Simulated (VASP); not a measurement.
VASP input:

File POSCAR:
```
Mg2Si
1
    0.0000000000     3.1698825351     3.1698825351
    3.1698825351     0.0000000000     3.1698825351
    3.1698825351     3.1698825351     0.0000000000
Mg Si
2 1
Direct
  0.2500000000   0.2500000000   0.2500000000
  0.7500000000   0.7500000000   0.7500000000
  0.0000000000   0.0000000000   0.0000000000
```

### INCAR
```
# general
SYSTEM=Mg2Si
PREC  =Accurate
ENCUT =520
LREAL =.FALSE.
LASPH =.TRUE.

# electronic loop
EDIFF =1E-7   # SCF stop (eV)
NELM  =100
ALGO  =Normal

# smearing
ISMEAR=0   # Gaussian
SIGMA =0.05   # width (eV)

# functional
GGA   =RE   # revPBE

# ions
ISIF  =2   # forces and stress, cell fixed

# output
LWAVE =.FALSE.
LCHARG=.FALSE.
```

File KPOINTS:
```
K-points
0
G
  6 6 6
0 0 0
```

POTCAR, in this order: Mg Si (PBE.64 set). Program: vasp_std.

Task: Write an equivalent input for Quantum ESPRESSO's pw.x.

Result: One equivalent input (not run):
```
&CONTROL
  calculation = 'scf'
  pseudo_dir = './pseudo'
  outdir = './out'
  tprnfor = .true.
  tstress = .true.
/
&SYSTEM
  ibrav = 0
  nat = 3
  ntyp = 2
  ecutwfc = 84
  occupations = 'smearing'
  smearing = 'gaussian'
  degauss = 0.003675
  input_dft = 'revpbe'
/
&ELECTRONS
  conv_thr = 7.3e-09
  electron_maxstep = 100
/
ATOMIC_SPECIES
  Mg 24.305 Mg.upf
  Si 28.085 Si.upf
CELL_PARAMETERS angstrom
     0.0000000    3.1698825    3.1698825
     3.1698825    0.0000000    3.1698825
     3.1698825    3.1698825    0.0000000
ATOMIC_POSITIONS crystal
  Mg   0.2500000  0.2500000  0.2500000
  Mg   0.7500000  0.7500000  0.7500000
  Si   0.0000000  0.0000000  0.0000000
K_POINTS automatic
  6 6 6 0 0 0
```
What does not carry over: the potentials are each code's own (VASP's PAW set, PseudoDojo norm-conserving files in pw.x), so ENCUT and ecutwfc are chosen apart and not converted; conv_thr bounds pw.x's estimated SCF error, while EDIFF bounds the energy change between steps.

The compound is Mg2Si in the antifluorite structure. This cell is one point of a volume scan, at 0.97 of the reference volume.
